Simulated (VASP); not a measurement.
A VASP calculation is set up with these files.

INCAR:
```
SYSTEM = TiC
PREC = Accurate
ENCUT = 520
EDIFF = 1E-6
NELM = 4
ALGO = Normal
LREAL = .FALSE.
LASPH = .TRUE.
ISMEAR = 1
SIGMA = 0.1
GGA = PE
LMAXMIX = 4
LWAVE = .FALSE.
LCHARG = .FALSE.
ISIF = 2
```

POSCAR:
```
TiC
1
    0.0000000000     2.1650000000     2.1650000000
    2.1650000000     0.0000000000     2.1650000000
    2.1650000000     2.1650000000     0.0000000000
Ti C
1 1
Direct
  0.0000000000   0.0000000000   0.0000000000
  0.5000000000   0.5000000000   0.5000000000
```

**KPOINTS**
```
Automatic mesh
0
Gamma
11 11 11
0 0 0
```

POTCAR, in this order: Ti_sv C (PBE.64 set). Program: vasp_std.

Question: Does this input run properly? What does VASP do?

Answer: There is a fault: NELM is too small, so the electronic loop ends before EDIFF is met. The run did not converge; its last values are not results. Against the sound run, the energy per atom (σ→0) drops by 2.797 eV/atom; the pressure decreases by 162.50 GPa.

### standard output
```
 POSCAR found type information on POSCAR TiC
 POSCAR found :  2 types and       2 ions
 Reading from existing POTCAR
 Reading from existing POTCAR
 LDA part: xc-table for (Slater+PW92), standard interpolation
 POSCAR, INCAR and KPOINTS ok, starting setup
 WAVECAR not read
 entering main loop
       N       E                     dE             d eps       ncg     rms          rms(c)
DAV:   1     0.117558519313E+03    0.11756E+03   -0.84194E+03  1348   0.160E+03
DAV:   2    -0.140372654672E+02   -0.13160E+03   -0.12472E+03  1392   0.383E+02
DAV:   3    -0.238464450667E+02   -0.98092E+01   -0.93253E+01  1792   0.972E+01
DAV:   4    -0.243022770961E+02   -0.45583E+00   -0.45489E+00  1736   0.203E+01

 -----------------------------------------------------------------------------
|                                                                             |
|           W    W    AA    RRRRR   N    N  II  N    N   GGGG   !!!           |
|           W    W   A  A   R    R  NN   N  II  NN   N  G    G  !!!           |
|           W    W  A    A  R    R  N N  N  II  N N  N  G       !!!           |
|           W WW W  AAAAAA  RRRRR   N  N N  II  N  N N  G  GGG   !            |
|           WW  WW  A    A  R   R   N   NN  II  N   NN  G    G                |
|           W    W  A    A  R    R  N    N  II  N    N   GGGG   !!!           |
|                                                                             |
|     The electronic self-consistency was not achieved in the given           |
|     number of steps (NELM). The forces and other quantities evaluated       |
|     might not be reliable so examine the results carefully. If you find     |
|     spurious results, we suggest increasing NELM, if you were close to      |
|     convergence or switching to a different ALGO or adjusting the           |
|     density mixing parameters otherwise.                                    |
|                                                                             |
 -----------------------------------------------------------------------------

   1 F= -.24302277E+02 E0= -.24302281E+02  d E =0.130712E-04
```

OUTCAR:
```
------------------------ aborting loop EDIFF was not reached (unconverged)  ----------------------------
  FORCE on cell =-STRESS in cart. coord.  units (eV):
  Direction    XX          YY          ZZ          XY          YZ          ZX
  --------------------------------------------------------------------------------------
  Total      -20.4897066    -20.4897066    -20.4897066     -0.0000000     -0.0000000      0.0000000
  in kB    -1617.4937955  -1617.4937955  -1617.4937955     -0.0000000     -0.0000000      0.0000000
  external PRESSURE =   -1617.4937955 kB  Pullay stress =       0.0000000 kB
  volume of cell :       20.30
      direct lattice vectors                 reciprocal lattice vectors
     0.000000000  2.165000000  2.165000000    -0.230946882  0.230946882  0.230946882
     2.165000000  0.000000000  2.165000000     0.230946882 -0.230946882  0.230946882
     2.165000000  2.165000000  0.000000000     0.230946882  0.230946882 -0.230946882
 POSITION                                       TOTAL-FORCE (eV/Angst)
 -----------------------------------------------------------------------------------
      0.00000      0.00000      0.00000         0.000000     -0.000000      0.000000
      2.16500      2.16500      2.16500        -0.000000      0.000000     -0.000000
 -----------------------------------------------------------------------------------
    total drift:                                0.000000     -0.000000     -0.000000
  FREE ENERGIE OF THE ION-ELECTRON SYSTEM (eV)
  ---------------------------------------------------
  free  energy   TOTEN  =       -24.3022770961 eV

  energy  without entropy=      -24.3022901672  energy(sigma->0) =      -24.30228145
```
(Selected blocks of OUTCAR.)

To mend it, set NELM = 100.

The mended run (PBE GGA, plane waves, VASP's PBE PAW potentials (set 64)) converges, and its OSZICAR ends with
```
   1 F= -.18708792E+02 E0= -.18708746E+02  d E =-.137839E-03
```

The compound is TiC in the rock salt structure. The cell was not relaxed at this level.
